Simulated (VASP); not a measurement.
Consider the following.

```
Se
1.0
    2.23164    -3.84579     0.00000
    2.23164     3.84579     0.00000
    0.00000     0.00000     5.08093
Se
3
Direct
  0.00000   0.22500   0.66667
  0.77500   0.77500   0.00000
  0.24599   0.02099   0.33333
```

All values below come from PBE GGA, VASP's PBE PAW potentials (set 64) (plane waves; VASP 6.6.1). Settings: 400 eV cut-off, KSPACING 0.35 per Å, Gaussian smearing of 0.050 eV, potentials Se.

Task: Which forces act on the atoms, in eV/Å?

Result: 
```
atom      Fx      Fy      Fz
----  ------  ------  ------
Se1   -0.036  -0.189   0.008
Se2    0.474  -0.079   0.078
Se3   -0.438   0.268  -0.086
```

Task: Give the stress tensor in GPa (positive for a compressed cell).

Result: 
```
-1.59   0.47  -0.42
 0.47  -0.90   0.28
-0.42   0.28  -1.59
```
The pressure is its mean diagonal, -1.36 GPa.

The compound is Se in the trig structure. The cell was not relaxed at this level, atoms are displaced from their ideal sites. The run is one of a series of settings (KGAMMA = .FALSE., KSPACING = 0.35, KPOINTS file removed against the base run), some of them coarse on purpose.
